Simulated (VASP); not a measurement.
Input:

```
CELL_PARAMETERS angstrom
      0.00000     3.29241     3.29241
      3.29241     0.00000     3.29241
      3.29241     3.29241     0.00000
ATOMIC_POSITIONS crystal
  Rb 0.00000 0.00000 0.00000
  Cl 0.50000 0.50000 0.50000
```

Computed with PBE GGA with D3 dispersion (Becke-Johnson damping), VASP's PBE PAW potentials (set 64) (plane waves; VASP 6.6.1). Run with 520 eV cut-off, 8×8×8 Γ-centred mesh, tetrahedra with Blöchl corrections, potentials Rb_sv Cl.

Question: What does the run give for the energy per atom (σ→0), band gap (on the k-mesh) with the smallest direct gap where there is one?

Answer: 
The band gap (on the k-mesh) is 4.99 eV, the smallest direct gap (on the k-mesh) is 4.99 eV and the energy per atom (σ→0) is -3.514 eV/atom.

The compound is RbCl in the rock salt structure. It was relaxed first.
